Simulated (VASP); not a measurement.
```
CuI
1.0
    0.00000     3.03927     3.03927
    3.03927     0.00000     3.03927
    3.03927     3.03927     0.00000
Cu I
1 1
Direct
  0.00000   0.00000   0.00000
  0.25000   0.25000   0.25000
```

These are PBE GGA, VASP's PBE PAW potentials (set 64) (plane waves; VASP 6.6.1) values and carry that method's errors. Numerical set-up: 350 eV cut-off, Gaussian smearing of 0.050 eV, potentials Cu I.

Unless said otherwise, spin-orbit coupling is left out, though it shifts the bands of the heavy elements here.

Question: What does the run give for the band gap (along the path) with the smallest direct gap where there is one?

Answer: 
```json
{
  "band gap (along the path)": "1.12 eV",
  "smallest direct gap (along the path)": "1.12 eV"
}
```

The compound is CuI in the zinc blende structure. It was relaxed first.
